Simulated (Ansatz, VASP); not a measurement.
One calculation of Sc4W, two programs

```
Sc W
1.0
     5.09444    0.00000    0.00000
     0.00000    5.09444    0.00000
     0.00000    0.00000    5.09444
Sc W
4 1
Direct
  0.00000 0.00000 0.00000
  0.50000 0.50000 0.00000
  0.50000 0.00000 0.50000
  0.00000 0.50000 0.50000
  0.50000 0.50000 0.50000
```

Change from the starting cell: species swapped into the Mn4N type (Pm-3m, No. 221).

Alike in both runs: functional PBE; k mesh 8 × 8 × 8; occupations gaussian, width 0.1 eV; no spin polarisation.

Ansatz relaxed the structure, and its values are those at the end. VASP's run is a single point on that final structure, the one shown.

|  | VASP | Ansatz |
| --- | --- | --- |
| version | VASP 6.6.1 | Ansatz 0.2.0 |
| potentials or method | VASP PAW PBE potentials, release 64 (Sc_sv, W_sv) | scalar-relativistic, plane waves, PAW |
| plane-wave cutoff (eV) | 520 | 420 |
| valence electrons in the cell | 58 | 58 |

```tsv
	VASP	Ansatz	Ansatz less VASP
gap on the k mesh at the Fermi level (eV)	none	none	-
pressure (GPa)	0.2	0.0	-0.20
```

A gap of «none» marks a metal or a gap that the smearing closes.

Spin-orbit coupling is left out, which matters for the levels of W.
